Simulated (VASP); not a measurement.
A convergence study with VASP on Ni3Al (L1_2): one setting is varied, all else stays as given below, so the limit is that of these other settings.

```
CELL_PARAMETERS angstrom
      3.57000     0.00000     0.00000
      0.00000     3.57000     0.00000
      0.00000     0.00000     3.57000
ATOMIC_POSITIONS crystal
  Al 0.00000 0.00000 0.00000
  Ni 0.00000 0.50000 0.50000
  Ni 0.50000 0.00000 0.50000
  Ni 0.50000 0.50000 0.00000
```
Starting moments (μB, in the order of the record's atoms Al Ni Ni Ni): 0.0 0.5 0.5 0.5.

All values below come from PBE GGA, VASP's PBE PAW potentials (set 64) (plane waves; VASP 6.6.1). The tightest run used: 550 eV cut-off, 14×14×14 Monkhorst-Pack mesh, first-order Methfessel-Paxton smearing of 0.10 eV, potentials Al Ni.

Question: The settings run are 1×1×1 mesh; 2×2×2 mesh; 3×3×3 mesh; 4×4×4 mesh; 5×5×5 mesh; 6×6×6 mesh; 7×7×7 mesh; 8×8×8 mesh; 9×9×9 mesh; 10×10×10 mesh; 11×11×11 mesh; 12×12×12 mesh; 13×13×13 mesh; 14×14×14 mesh. From which on does the energy per atom stay within 0.005 eV/atom of the tightest run?

Answer: From 4×4×4 mesh on: it is off by 0.0018 there and by no more than 0.005 in any finer run, while 3×3×3 mesh is off by 0.0262.
```json
[
 {"setting": "1×1×1 mesh", "E (eV/atom)": "-3.6373", "pressure (GPa)": "23.31", "moment (μB)": "-1.000", "irreducible k-points": "1", "difference judged (eV/atom)": "1.8369"},
 {"setting": "2×2×2 mesh", "E (eV/atom)": "-5.2755", "pressure (GPa)": "2.06", "moment (μB)": "1.010", "irreducible k-points": "1", "difference judged (eV/atom)": "0.1987"},
 {"setting": "3×3×3 mesh", "E (eV/atom)": "-5.4480", "pressure (GPa)": "0.59", "moment (μB)": "0.402", "irreducible k-points": "4", "difference judged (eV/atom)": "0.0262"},
 {"setting": "4×4×4 mesh", "E (eV/atom)": "-5.4724", "pressure (GPa)": "-0.52", "moment (μB)": "0.666", "irreducible k-points": "4", "difference judged (eV/atom)": "0.0018"},
 {"setting": "5×5×5 mesh", "E (eV/atom)": "-5.4730", "pressure (GPa)": "-0.69", "moment (μB)": "0.663", "irreducible k-points": "10", "difference judged (eV/atom)": "0.0012"},
 {"setting": "6×6×6 mesh", "E (eV/atom)": "-5.4740", "pressure (GPa)": "-0.65", "moment (μB)": "0.655", "irreducible k-points": "10", "difference judged (eV/atom)": "0.0002"},
 {"setting": "7×7×7 mesh", "E (eV/atom)": "-5.4742", "pressure (GPa)": "-0.49", "moment (μB)": "0.787", "irreducible k-points": "20", "difference judged (eV/atom)": "0.0000"},
 {"setting": "8×8×8 mesh", "E (eV/atom)": "-5.4742", "pressure (GPa)": "-0.47", "moment (μB)": "0.804", "irreducible k-points": "20", "difference judged (eV/atom)": "0.0000"},
 {"setting": "9×9×9 mesh", "E (eV/atom)": "-5.4742", "pressure (GPa)": "-0.50", "moment (μB)": "0.725", "irreducible k-points": "35", "difference judged (eV/atom)": "0.0000"},
 {"setting": "10×10×10 mesh", "E (eV/atom)": "-5.4743", "pressure (GPa)": "-0.49", "moment (μB)": "0.736", "irreducible k-points": "35", "difference judged (eV/atom)": "0.0001"},
 {"setting": "11×11×11 mesh", "E (eV/atom)": "-5.4741", "pressure (GPa)": "-0.46", "moment (μB)": "0.766", "irreducible k-points": "56", "difference judged (eV/atom)": "0.0002"},
 {"setting": "12×12×12 mesh", "E (eV/atom)": "-5.4740", "pressure (GPa)": "-0.44", "moment (μB)": "0.758", "irreducible k-points": "56", "difference judged (eV/atom)": "0.0003"},
 {"setting": "13×13×13 mesh", "E (eV/atom)": "-5.4740", "pressure (GPa)": "-0.50", "moment (μB)": "0.745", "irreducible k-points": "84", "difference judged (eV/atom)": "0.0002"},
 {"setting": "14×14×14 mesh", "E (eV/atom)": "-5.4742", "pressure (GPa)": "-0.49", "moment (μB)": "0.746", "irreducible k-points": "84", "difference judged (eV/atom)": "0.0000"}
]
```

Left out are rungs that failed or repeat a setting and relaxations that didn't move; long series are thinned to 24 rows.

The compound is Ni3Al in the L1_2 structure. The cell was not relaxed at this level. The spin order is the one that the start imposed; others were not tried in this run.
